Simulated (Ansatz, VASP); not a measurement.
Two plane-wave programs on LiAlO

```
Li Al O
1.0
     3.29280    0.00000    0.00000
     0.00000    3.29280    0.00000
     0.00000    0.00000    5.55297
Li Al O
2 2 2
Direct
  0.50000 0.00000 0.20150
  0.00000 0.50000 0.79850
  0.50000 0.00000 0.64290
  0.00000 0.50000 0.35710
  0.00000 0.00000 0.00000
  0.50000 0.50000 0.00000
```

Change from the starting cell: species swapped into the SrClF type (P4/nmm, No. 129).

Alike in both runs: task single point; functional PBE; k mesh 6 × 6 × 4; occupations gaussian, width 0.1 eV; no spin polarisation.

```csv
,VASP,Ansatz
version,VASP 6.6.1,Ansatz 0.2.0
potentials or method,"VASP PAW PBE potentials, release 64 (Li_sv, Al, O)","scalar-relativistic, plane waves, PAW"
plane-wave cutoff (eV),520,420
valence electrons in the cell,24,24
```

Ansatz gave:

| Property | Result |
| --- | --- |
| gap on the k mesh at the Fermi level (eV) | none |
| rms of the force components (eV/Å) | 1.157 |

Q: Which values does VASP return?

A: gap on the k mesh at the Fermi level (eV): none; rms of the force components (eV/Å): 1.154.

Atom by atom the forces differ by 0.003 eV/Å (rms over components). A gap of «none» marks a metal or a gap that the smearing closes. The functional is the same, so the differences come from potentials, cutoffs and numerics.

Caveats: forces of over 1 eV/Å show positions far from the minimum, so gaps and moduli don't describe the material at rest.
